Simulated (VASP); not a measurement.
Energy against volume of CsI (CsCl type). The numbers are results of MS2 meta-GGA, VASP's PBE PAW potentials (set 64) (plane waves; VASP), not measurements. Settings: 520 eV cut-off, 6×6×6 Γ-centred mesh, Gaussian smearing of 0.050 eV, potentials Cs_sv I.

| V (Å³/atom) | E (eV/atom) |
|---|---|
| 47.630 | 2.16613 |
| 49.103 | 2.16447 |
| 50.576 | 2.16600 |
| 52.049 | 2.17019 |

Q: Fit these four points and predict the energy of the run at 46.157 Å³/atom.

A: A cubic in V^(−2/3), the third-order Birch-Murnaghan form, passes through the four points with V0 = 49.09 Å³/atom and B0 = 12 GPa, and gives 2.1716 eV/atom there. The run gave 2.1716 eV/atom, +0.0 meV/atom from the fit; all five points give B0 = 12 GPa.

The compound is CsI in the CsCl type structure. It was relaxed first.
